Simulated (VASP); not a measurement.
Input:

```yaml
crystal:
  lattice:
    - [0.00000, 2.82680, 2.82680]
    - [2.82680, 0.00000, 2.82680]
    - [2.82680, 2.82680, 0.00000]
  atoms:
    - { symbol: Cu, position: [0.75000, 0.75000, 0.75000] }
    - { symbol: Cu, position: [0.25000, 0.25000, 0.25000] }
    - { symbol: Se, position: [0.00000, 0.00000, 0.00000] }
```

All values below come from LDA (Ceperley-Alder, Perdew-Zunger), VASP's LDA PAW potentials (set 64) (plane waves; VASP). Numerical set-up: 400 eV cut-off, 11×11×11 Γ-centred mesh, tetrahedra with Blöchl corrections, potentials Cu Se.

Question: Tabulate the total density of states (states/eV per cell) against energy (eV; zero at the valence-band maximum or, without a gap, the Fermi level).

Answer: 
| E (eV) | DOS (states/eV) |
|---|---|
| -9.98 | 0.00 |
| -9.74 | 0.00 |
| -9.50 | 0.00 |
| -9.26 | 0.00 |
| -9.02 | 0.00 |
| -8.90 | 0.00 |
| -8.66 | 0.00 |
| -8.42 | 0.00 |
| -8.18 | 0.00 |
| -7.94 | 0.63 |
| -7.70 | 2.35 |
| -7.46 | 3.11 |
| -7.22 | 0.97 |
| -6.98 | 0.63 |
| -6.74 | 1.25 |
| -6.62 | 1.27 |
| -6.38 | 1.46 |
| -6.14 | 1.71 |
| -5.90 | 3.94 |
| -5.66 | 11.2 |
| -5.42 | 0.00 |
| -5.18 | 0.00 |
| -4.94 | 0.00 |
| -4.70 | 0.00 |
| -4.46 | 0.00 |
| -4.34 | 0.00 |
| -4.10 | 2.23 |
| -3.86 | 12.1 |
| -3.62 | 6.28 |
| -3.38 | 7.47 |
| -3.14 | 16.0 |
| -2.90 | 15.7 |
| -2.66 | 4.04 |
| -2.42 | 1.88 |
| -2.18 | 3.70 |
| -2.06 | 5.44 |
| -1.82 | 3.21 |
| -1.58 | 2.44 |
| -1.34 | 2.00 |
| -1.10 | 1.70 |
| -0.86 | 1.48 |
| -0.62 | 0.74 |
| -0.38 | 0.35 |
| -0.14 | 0.14 |
| 0.10 | 0.05 |
| 0.22 | 0.13 |
| 0.46 | 0.31 |
| 0.70 | 0.47 |
| 0.94 | 0.55 |
| 1.18 | 0.63 |
| 1.42 | 1.24 |
| 1.66 | 2.23 |
| 1.90 | 1.61 |
| 2.14 | 0.82 |
| 2.38 | 0.73 |
| 2.50 | 0.71 |
| 2.74 | 0.81 |
| 2.98 | 0.91 |
| 3.22 | 0.93 |
| 3.46 | 1.08 |
Within 2 eV below the Fermi level the largest weight inside VASP's projection spheres is Cu d, then Se p.

The structure comes from a computed database's Cu2Se entry (Fm-3m); how it stands against other phases isn't given here. It was relaxed first, which changed the volume by -7 %.
